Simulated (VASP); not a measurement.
Wanted: the native input for a VASP 6.6.1 run.

```
Task                   : band structure
Functional             : PBE
Potentials or basis    : VASP PAW PBE potentials, release 64 (Ge_d)
Cutoff                 : 520 eV
k mesh                 : 10 × 10 × 10
Occupations            : gaussian, width 0.03 eV
Spin                   : no spin polarisation
Further INCAR settings : ALGO = Normal; EDIFF = 1e-07; NBANDS = 21
```

The structure of Ge lies in POSCAR:

```
Ge                                      
1.0
   -0.0000000000      2.8805013358      2.8805013358
    2.8805013358      0.0000000000      2.8805013358
    2.8805013358      2.8805013358      0.0000000000
  Ge            
     2
Direct
     1.0000000000000000    1.0000000000000000    1.0000000000000000
     0.2500000000000000    0.2500000000000000    0.2500000000000000
```

These files were run (other wordings do the same):

INCAR

```
SYSTEM = Ge
PREC = Accurate ; ENCUT = 520
EDIFF = 1E-7 ; ISMEAR = 0
SIGMA = 0.03 ; LREAL = .FALSE.
LASPH = .TRUE. ; NELM = 80
ALGO = Normal ; ISIF = 2
LWAVE = .FALSE. ; LCHARG = .FALSE.
GGA = PE ; NBANDS = 21
ICORELEVEL = 1
```

KPOINTS

```
Automatic mesh
0
G
  10 10 10
  0 0 0
```

KPOINTS_OPT

```
explicit points
109
Reciprocal
 0.0000000000  0.0000000000  0.0000000000 1
 0.0555555556  0.0000000000  0.0555555556 1
 0.1111111111  0.0000000000  0.1111111111 1
 0.1666666667  0.0000000000  0.1666666667 1
 0.2222222222  0.0000000000  0.2222222222 1
 0.2777777778  0.0000000000  0.2777777778 1
 0.3333333333  0.0000000000  0.3333333333 1
 0.3888888889  0.0000000000  0.3888888889 1
 0.4444444444  0.0000000000  0.4444444444 1
 0.5000000000  0.0000000000  0.5000000000 1
 0.5000000000  0.0000000000  0.5000000000 1
 0.5000000000  0.0277777778  0.5277777778 1
 0.5000000000  0.0555555556  0.5555555556 1
 0.5000000000  0.0833333333  0.5833333333 1
 0.5000000000  0.1111111111  0.6111111111 1
 0.5000000000  0.1388888889  0.6388888889 1
 0.5000000000  0.1666666667  0.6666666667 1
 0.5000000000  0.1944444444  0.6944444444 1
 0.5000000000  0.2222222222  0.7222222222 1
 0.5000000000  0.2500000000  0.7500000000 1
 0.5000000000  0.2500000000  0.7500000000 1
 0.4861111111  0.2638888889  0.7500000000 1
 0.4722222222  0.2777777778  0.7500000000 1
 0.4583333333  0.2916666667  0.7500000000 1
 0.4444444444  0.3055555556  0.7500000000 1
 0.4305555556  0.3194444444  0.7500000000 1
 0.4166666667  0.3333333333  0.7500000000 1
 0.4027777778  0.3472222222  0.7500000000 1
 0.3888888889  0.3611111111  0.7500000000 1
 0.3750000000  0.3750000000  0.7500000000 1
 0.3750000000  0.3750000000  0.7500000000 1
 0.3333333333  0.3333333333  0.6666666667 1
 0.2916666667  0.2916666667  0.5833333333 1
 0.2500000000  0.2500000000  0.5000000000 1
 0.2083333333  0.2083333333  0.4166666667 1
 0.1666666667  0.1666666667  0.3333333333 1
 0.1250000000  0.1250000000  0.2500000000 1
 0.0833333333  0.0833333333  0.1666666667 1
 0.0416666667  0.0416666667  0.0833333333 1
 0.0000000000  0.0000000000  0.0000000000 1
 0.0000000000  0.0000000000  0.0000000000 1
 0.0555555556  0.0555555556  0.0555555556 1
 0.1111111111  0.1111111111  0.1111111111 1
 0.1666666667  0.1666666667  0.1666666667 1
 0.2222222222  0.2222222222  0.2222222222 1
 0.2777777778  0.2777777778  0.2777777778 1
 0.3333333333  0.3333333333  0.3333333333 1
 0.3888888889  0.3888888889  0.3888888889 1
 0.4444444444  0.4444444444  0.4444444444 1
 0.5000000000  0.5000000000  0.5000000000 1
 0.5000000000  0.5000000000  0.5000000000 1
 0.5138888889  0.4722222222  0.5138888889 1
 0.5277777778  0.4444444444  0.5277777778 1
 0.5416666667  0.4166666667  0.5416666667 1
 0.5555555556  0.3888888889  0.5555555556 1
 0.5694444444  0.3611111111  0.5694444444 1
 0.5833333333  0.3333333333  0.5833333333 1
 0.5972222222  0.3055555556  0.5972222222 1
 0.6111111111  0.2777777778  0.6111111111 1
 0.6250000000  0.2500000000  0.6250000000 1
 0.6250000000  0.2500000000  0.6250000000 1
 0.6111111111  0.2500000000  0.6388888889 1
 0.5972222222  0.2500000000  0.6527777778 1
 0.5833333333  0.2500000000  0.6666666667 1
 0.5694444444  0.2500000000  0.6805555556 1
 0.5555555556  0.2500000000  0.6944444444 1
 0.5416666667  0.2500000000  0.7083333333 1
 0.5277777778  0.2500000000  0.7222222222 1
 0.5138888889  0.2500000000  0.7361111111 1
 0.5000000000  0.2500000000  0.7500000000 1
 0.5000000000  0.2500000000  0.7500000000 1
 0.5000000000  0.2777777778  0.7222222222 1
 0.5000000000  0.3055555556  0.6944444444 1
 0.5000000000  0.3333333333  0.6666666667 1
 0.5000000000  0.3611111111  0.6388888889 1
 0.5000000000  0.3888888889  0.6111111111 1
 0.5000000000  0.4166666667  0.5833333333 1
 0.5000000000  0.4444444444  0.5555555556 1
 0.5000000000  0.4722222222  0.5277777778 1
 0.5000000000  0.5000000000  0.5000000000 1
 0.5000000000  0.5000000000  0.5000000000 1
 0.4861111111  0.4861111111  0.5277777778 1
 0.4722222222  0.4722222222  0.5555555556 1
 0.4583333333  0.4583333333  0.5833333333 1
 0.4444444444  0.4444444444  0.6111111111 1
 0.4305555556  0.4305555556  0.6388888889 1
 0.4166666667  0.4166666667  0.6666666667 1
 0.4027777778  0.4027777778  0.6944444444 1
 0.3888888889  0.3888888889  0.7222222222 1
 0.3750000000  0.3750000000  0.7500000000 1
 0.6250000000  0.2500000000  0.6250000000 1
 0.6111111111  0.2222222222  0.6111111111 1
 0.5972222222  0.1944444444  0.5972222222 1
 0.5833333333  0.1666666667  0.5833333333 1
 0.5694444444  0.1388888889  0.5694444444 1
 0.5555555556  0.1111111111  0.5555555556 1
 0.5416666667  0.0833333333  0.5416666667 1
 0.5277777778  0.0555555556  0.5277777778 1
 0.5138888889  0.0277777778  0.5138888889 1
 0.5000000000  0.0000000000  0.5000000000 1
 0.0000000000  0.0000000000  0.0000000000 1
 0.3750000000  0.3750000000  0.7500000000 1
 0.5000000000  0.5000000000  0.5000000000 1
 0.6250000000  0.2500000000  0.6250000000 1
 0.5000000000  0.2500000000  0.7500000000 1
 0.5000000000  0.0000000000  0.5000000000 1
 0.4000000000  0.0000000000  0.4000000000 1
 0.4250000000  0.0000000000  0.4250000000 1
 0.4500000000  0.0000000000  0.4500000000 1
```

Potentials or basis: VASP PAW PBE potentials, release 64 (Ge_d).

The run is started by

```bash
$ cat potpaw_PBE.64/Ge_d/POTCAR > POTCAR
$ mpirun -np 1 vasp_std > vasp.out
```

It gave:

| Property | Result |
| --- | --- |
| Pressure | -0.1 GPa |
| Band gap along the path | none (metal or under the smearing width) |

Caveat: this crystal is a semiconductor, whose small gap the functional closes, so the metal is an error of the method.

Wall time 45 s on 1 thread of Intel(R) Xeon(R) 6975P-C (Granite Rapids), on a shared host, peak memory 0.2 GiB.
